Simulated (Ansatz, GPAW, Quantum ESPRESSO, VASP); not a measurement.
One structure in several programs: Te₂Mo (P6_3/mmc, 6 atoms in the cell)

Self-consistent single point.

```
Te2Mo
1.0
    3.50111     0.00000     0.00000
   -1.75056     3.03205     0.00000
    0.00000     0.00000    14.38265
Te Mo
4 2
Direct
  0.33333   0.66667   0.62782
  0.66667   0.33333   0.37218
  0.66667   0.33333   0.12782
  0.33333   0.66667   0.87218
  0.33333   0.66667   0.25000
  0.66667   0.33333   0.75000
```

Shared settings, as Ansatz (a program for electronic structure) writes them: kpoints.mp_grid.grid = 6 6 2; scf.occupations.method = fixed. Potentials and cutoffs stand in the table.

```tsv
code	model	pressure (GPa)	largest force (eV/Å)	gap on the mesh (eV)	cutoff
VASP	PBEsol, VASP's PBE PAW potentials (set 64)	2.49	0.752	0.957	300 eV
GPAW	PBEsol, GPAW PAW datasets PBEsol (made by gpaw-setup)	1.72	0.619	0.952	550 eV
Ansatz	PBEsol, default PAW files made with PBE	2.41	0.709	0.970	420 eV
Quantum ESPRESSO	PBEsol, PSlibrary PAW (PBE) pseudopotentials	2.71	0.785	0.956	55 Ry
```

Gaps are read on the mesh.

On Ansatz's run: spin-orbit coupling is off.

The spread over the programs that give each value: pressure within 0.99 GPa; largest force within 0.166 eV/Å; gap on the mesh within 0.018 eV.

Ansatz's pressure is given at a fixed set of plane waves, as the other plane-wave codes print theirs; with its correction for the finite basis it is 2.44 GPa. In the force vectors, GPAW (by 0.112) lies more than 0.08 eV/Å from the median of the plane-wave programs.

VASP's run is marked for a possible Pulay error in its stress at this cutoff; no cutoff test was made.

VASP ran the fixed occupations as a Gaussian smearing of 0.01 eV.

The starting cell comes from a database of computed structures (which also holds hypothetical and non-ambient phases and stackings), without a prior relaxation at this level. Its lattice was rescaled by a random factor within 2.5 % of one.

Left out of this page: CP2K, Elk, FLEUR and SIESTA (not drawn, or without a comparable value).

Keys are those of Ansatz 0.2.
